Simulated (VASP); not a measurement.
VASP ran on this input.

### POSCAR
```
Si
1.0
  0.0000000000   2.5419133919   2.5419133919
  2.5419133919   0.0000000000   2.5419133919
  2.5419133919   2.5419133919   0.0000000000
Si
2
Direct
  0.0000000000   0.0000000000   0.0000000000
  0.2500000000   0.2500000000   0.2500000000
```

### KPOINTS
```
kpoints
0
G
  8 8 8
```

### INCAR
```
ALGO = Normal   # blocked Davidson
LMIXTAU = T
ISIF = 3
LASPH = T
LCHARG = F
EDIFF = 1E-7
ISMEAR = 0
SYSTEM = Si
NELM = 100   # most electronic steps
PREC = Accurate
SIGMA = 0.05   # width (eV)
PSTRESS = 300
METAGGA = R2SCAN
IBRION = 2   # conjugate gradients
NSW = 40   # most ionic steps
ENCUT = 480   # plane-wave cut-off (eV)
LWAVE = F
EDIFFG = -0.01   # ionic stop
LREAL = F   # projection in real space or not
```

POTCAR, in this order: Si (PBE.64 set). Program: vasp_std.

**Question.** Write an equivalent input for Ansatz.

**Answer.** One equivalent input (not run):
Ansatz 0.2 input:
```yaml
crystal:
  lattice:
    - [0.0000000, 2.5419134, 2.5419134]
    - [2.5419134, 0.0000000, 2.5419134]
    - [2.5419134, 2.5419134, 0.0000000]
  atoms:
    - { symbol: Si, position: [0.0000000, 0.0000000, 0.0000000] }
    - { symbol: Si, position: [0.2500000, 0.2500000, 0.2500000] }
kpoints:
  mp_grid: { grid: [8, 8, 8] }
hamiltonian:
  xc: r2scan
  pseudopotentials: { kind: paw }
scf:
  occupations: { method: gaussian, width: 0.05 }
  max_iter: 100
relax:
  max_steps: 40
  f_tol: 0.01
  cell: { p_target: 30 }
output: { forces: true, stress: true, eigenvalues: true }
```
The two are equivalent in intent, not identical: each code has its own PAW files, so the cut-off isn't converted (ENCUT is set for VASP's; basis.ecutwfc is left out, and Ansatz then takes the one that its files recommend); Ansatz stops its SCF on the density residual and VASP on the energy change (EDIFF).

The compound is Si in the diamond structure. It was relaxed first under an external pressure of 30 GPa.
